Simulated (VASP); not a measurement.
A convergence study with VASP on C (diamond): one setting is varied, all else stays as given below, so the limit is that of these other settings.

```xyz
2
Lattice="0.0000 1.7835 1.7835 1.7835 0.0000 1.7835 1.7835 1.7835 0.0000" Properties=species:S:1:pos:R:3 pbc="T T T"
C      0.0000     0.0000     0.0000
C      0.8918     0.8918     0.8918
```

These are PBE GGA, VASP's PBE PAW potentials (set 64) (plane waves; VASP) values and carry that method's errors. The tightest run used: 700 eV cut-off, 22×22×22 Γ-centred mesh, Gaussian smearing of 0.050 eV, potentials C.

| setting | E (eV/atom) | pressure (GPa) | irreducible k-points |
|---|---|---|---|
| 1×1×1 mesh | 5.8025 | 330.10 | 1 |
| 2×2×2 mesh | -7.5010 | 32.75 | 3 |
| 3×3×3 mesh | -8.8079 | 6.65 | 4 |
| 4×4×4 mesh | -9.0316 | 2.57 | 8 |

### Question
These are the cheaper rows. Estimate the results at 22×22×22 mesh, and how far the last row shown lies from them.

### Answer

```tsv
quantity	tightest run	last row shown is off by
E (eV/atom)	-9.0981	0.0665
pressure (GPa)	1.44	1.13
```

Left out are rungs that failed or repeat a setting and relaxations that didn't move; long series are thinned to 24 rows.

The compound is C in the diamond structure. The cell was not relaxed at this level.
